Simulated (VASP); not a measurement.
Input for VASP

KPOINTS:
```
Automatic
0
gamma
  5 5 7
0 0 0
```

File POSCAR:
```
MnF2
1
    4.8936147346     0.0000000000     0.0000000000
    0.0000000000     4.8936147346     0.0000000000
    0.0000000000     0.0000000000     3.3129840312
Mn F
2 4
Direct
  0.0000000000   0.0000000000   0.0000000000
  0.5000000000   0.5000000000   0.5000000000
  0.3035984941   0.3035984941   0.0000000000
  0.8035984941   0.1964015059   0.5000000000
  0.1964015059   0.8035984941   0.5000000000
  0.6964015059   0.6964015059   0.0000000000
```

**INCAR**
```
# general
SYSTEM  = MnF2
PREC    = Accurate
ENCUT   = 520
LREAL   = F
LASPH   = T

# electronic loop
EDIFF   = 1E-7
NELM    = 100
ALGO    = Normal
LMAXMIX = 4

# smearing
ISMEAR  = 0
SIGMA   = 0.05

# functional
GGA     = PS

# spin
ISPIN   = 2
MAGMOM  = 4.5 -4.5 -0.0 2*0.0 -0.0

# ions
IBRION  = 2
NSW     = 30
ISIF    = 4
EDIFFG  = -0.01

# output
LWAVE   = F
LCHARG  = F
LORBIT  = 10
```

POTCAR, in this order: Mn_pv F (PBE.64 set). Program: vasp_std.

Question: Translate this PBEsol calculation to Quantum ESPRESSO's pw.x.

Answer: One equivalent input (not run):
```
&CONTROL
  calculation = 'vc-relax'
  pseudo_dir = './pseudo'
  outdir = './out'
  tprnfor = .true.
  tstress = .true.
  nstep = 30
  forc_conv_thr = 0.00039
/
&SYSTEM
  ibrav = 0
  nat = 6
  ntyp = 3
  ecutwfc = 96
  occupations = 'smearing'
  smearing = 'gaussian'
  degauss = 0.003675
  input_dft = 'pbesol'
  nspin = 2
  starting_magnetization(1) = 0.45
  starting_magnetization(2) = -0.45
/
&ELECTRONS
  conv_thr = 7.3e-09
  electron_maxstep = 100
/
&IONS
/
&CELL
  cell_dofree = 'shape'
/
ATOMIC_SPECIES
  Mn1 54.938 Mn.upf
  Mn2 54.938 Mn.upf
  F 18.998 F.upf
CELL_PARAMETERS angstrom
     4.8936147    0.0000000    0.0000000
     0.0000000    4.8936147    0.0000000
     0.0000000    0.0000000    3.3129840
ATOMIC_POSITIONS crystal
  Mn1  0.0000000  0.0000000  0.0000000
  Mn2  0.5000000  0.5000000  0.5000000
  F    0.3035985  0.3035985  0.0000000
  F    0.8035985  0.1964015  0.5000000
  F    0.1964015  0.8035985  0.5000000
  F    0.6964015  0.6964015  0.0000000
K_POINTS automatic
  5 5 7 0 0 0
```
The two are equivalent in intent, not identical: the potentials are each code's own (VASP's PAW set, PseudoDojo norm-conserving files in pw.x), so ENCUT and ecutwfc are chosen apart and not converted; conv_thr bounds pw.x's estimated SCF error, while EDIFF bounds the energy change between steps; starting_magnetization is a fraction of the valence charge and MAGMOM a moment in μB, so they match only roughly; forc_conv_thr acts on force components and is met together with etot_conv_thr.

The compound is MnF2 in the rutile structure. This cell is one point of a volume scan, at 1.03 of the reference volume. Symmetry was kept, so distortions that lower it aren't found.
